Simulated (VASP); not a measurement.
Input of a VASP 6.6.1 run:

INCAR

```
PREC = Accurate
ENCUT = 350
EDIFF = 1E-8
ISMEAR = 0
SIGMA = 0.02
LREAL = F
LASPH = T
NELM = 80
ALGO = Normal
ISIF = 2
LWAVE = F
LCHARG = F
GGA = CA
LEPSILON = T
IBRION = 8
NSW = 1
```

KPOINTS

```
Automatic mesh
0
Gamma
  9 9 1
```

The input POSCAR:

```
MoS2
1.0
    3.1227200000      0.0000000000      0.0000000000
   -1.5613600000      2.7043600000      0.0000000000
    0.0000000000      0.0000000000     26.6044100000
Mo S
3 6
Direct
    0.6666700000      0.3333300000      0.0000000000
    0.3333300000      0.6666700000      0.7731500000
    0.3333300000      0.6666700000      0.2268500000
    0.3333300000      0.6666700000      0.0584400000
    0.6666700000      0.3333300000      0.8316000000
    0.6666700000      0.3333300000      0.2851900000
    0.3333300000      0.6666700000      0.9415600000
    0.6666700000      0.3333300000      0.7148100000
    0.6666700000      0.3333300000      0.1684000000
```

Potentials or basis: VASP PAW LDA potentials, release 64 (Mo_sv, S).

Launch:

```bash
$ cat potpaw_LDA.64/Mo_sv/POTCAR potpaw_LDA.64/S/POTCAR > POTCAR
$ mpirun -np 1 vasp_std > vasp.out
```

Problem. Estimate the electronic dielectric tensor (diagonal).

Solution. 10.74, 10.74, 2.41.

Problem. What does it give for the Born charges (mean of the diagonal)?

Solution. Mo -0.73, -1.25; S +0.53, +0.46, +0.62 e.

Problem. Estimate the band gap on the k mesh.

Solution. 1.05 eV, indirect (least direct gap 1.80 eV).

Problem. What does it give for the highest phonon frequency at Γ, LO-TO splitting left out?

Solution. 476 cm⁻¹.

Phonon frequencies in cm⁻¹ (negative: imaginary):
```tsv
q point	frequencies
(0.000, 0.000, 0.000)	-2 -1 -1 20 20 25 32 32 50 288 288 289 289 290 290 388 388 390 390 390 390 409 412 412 473 475 476
```

A hybrid or GW would open this gap; LDA tends to underestimate it.
